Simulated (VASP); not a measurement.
Method: PBE GGA, VASP's PBE PAW potentials (set 64) (plane waves; VASP 6.6.1).

Input for VASP

POSCAR:
```
Cu
1
    0.0000000000     1.8157517255     1.8157517255
    1.8157517255     0.0000000000     1.8157517255
    1.8157517255     1.8157517255     0.0000000000
Cu
1
Direct
  0.0000000000   0.0000000000   0.0000000000
```

### KPOINTS
```
kpoints
0
gamma
 19 19 19
0 0 0
```

### INCAR
```
! general
SYSTEM  = Cu
PREC    = Normal
ENCUT   = 400
LREAL   = .FALSE.   ! projection in real space or not
LASPH   = .TRUE.

! electronic loop
EDIFF   = 1E-5   ! SCF stop (eV)
NELM    = 100
NELMIN  = 4
ALGO    = Fast   ! Davidson, then RMM-DIIS
LMAXMIX = 4

! smearing
ISMEAR  = 1   ! Methfessel-Paxton
SIGMA   = 0.1   ! width (eV)

! functional
GGA     = PE   ! PBE

! ions
IBRION  = 2   ! conjugate gradients
NSW     = 20   ! most ionic steps
ISIF    = 2   ! forces and stress, cell fixed
EDIFFG  = -0.03   ! ionic stop

! output
LWAVE   = .FALSE.
LCHARG  = .FALSE.
```

POTCAR, in this order: Cu (PBE.64 set). Program: vasp_std.

Problem. What will the output report for the number of irreducible k-points (NKPTS), largest plane-wave count, number of space-group operations, FFT grid (NGX, NGY, NGZ)?

Solution. 
* **number of irreducible k-points (NKPTS)**: 220
* **largest plane-wave count**: 229
* **number of space-group operations**: 48
* **FFT grid (NGX, NGY, NGZ)**: 14 × 14 × 14

The compound is Cu in the fcc structure. It was relaxed first.
